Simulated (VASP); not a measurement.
Consider the following.

```
PbTe
1.0
    0.00000     3.24678     3.24678
    3.24678     0.00000     3.24678
    3.24678     3.24678     0.00000
Te Pb
1 1
Direct
  0.50000   0.50000   0.50000
  0.00000   0.00000   0.00000
```

Calculation: SCAN meta-GGA, VASP's PBE PAW potentials (set 64) (plane waves; VASP). Settings: 520 eV cut-off, 8×8×8 Γ-centred mesh, tetrahedra with Blöchl corrections, potentials Te Pb_d.

Unless said otherwise, spin-orbit coupling is left out, though it shifts the bands of the heavy elements here.

Q: Give the energies of bands 7 to 13 at the high-symmetry points, in eV from the valence-band maximum.

A: 
```json
[
 {"band": "7", "Γ": "-5.92", "X": "-7.72", "U": "-8.40", "L": "-9.01", "W": "-8.43"},
 {"band": "8", "Γ": "-1.44", "X": "-4.57", "U": "-4.18", "L": "-0.90", "W": "-3.85"},
 {"band": "9", "Γ": "-1.44", "X": "-2.89", "U": "-2.37", "L": "-0.90", "W": "-3.85"},
 {"band": "10", "Γ": "-1.44", "X": "-2.89", "U": "-2.13", "L": "0.00", "W": "-0.38"},
 {"band": "11", "Γ": "4.10", "X": "3.73", "U": "3.74", "L": "0.89", "W": "1.68"},
 {"band": "12", "Γ": "4.10", "X": "5.54", "U": "3.82", "L": "1.25", "W": "5.53"},
 {"band": "13", "Γ": "4.10", "X": "5.54", "U": "5.50", "L": "1.25", "W": "5.53"}
]
```

The gap is direct, 0.89 eV, from the valence maximum at L to the conduction minimum at L.

The compound is PbTe in the rock salt structure. It was relaxed first.
